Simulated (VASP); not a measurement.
Input:

```yaml
crystal:
  lattice:
    - [3.06480, 0.00000, 0.00000]
    - [-1.53240, 2.65420, 0.00000]
    - [0.00000, 0.00000, 4.67726]
  atoms:
    - { symbol: C, position: [0.00000, 0.00000, 0.00000] }
    - { symbol: W, position: [0.33333, 0.66667, 0.25374] }
    - { symbol: W, position: [0.66667, 0.33333, 0.74626] }
```

Computed with PBE GGA, VASP's PBE PAW potentials (set 64) (plane waves; VASP 6.6.1). Run with 500 eV cut-off, 8×8×4 Γ-centred mesh, Gaussian smearing of 0.050 eV, potentials C W_sv.

Unless said otherwise, spin-orbit coupling is left out, though it shifts the bands of the heavy elements here.

Q: Estimate the energy per atom (σ→0), band gap (on the k-mesh) with the smallest direct gap where there is one.

A: 
```json
{
 "band gap (on the k-mesh)": "none (metal, semimetal or under 0.01 eV)",
 "energy per atom (σ→0)": "-1124.9 kJ/mol of atoms"
}
```

The absolute energy has meaning only against runs of the same code, potentials and settings.

The structure was generated: W2C was put into the CdI2 type (P-3m1), which need not be its known phase. It was relaxed first, which changed the volume by -11 %. The k-mesh is coarse (spacing up to 0.34 per Å, 2π included), so the numbers may not be converged in it.
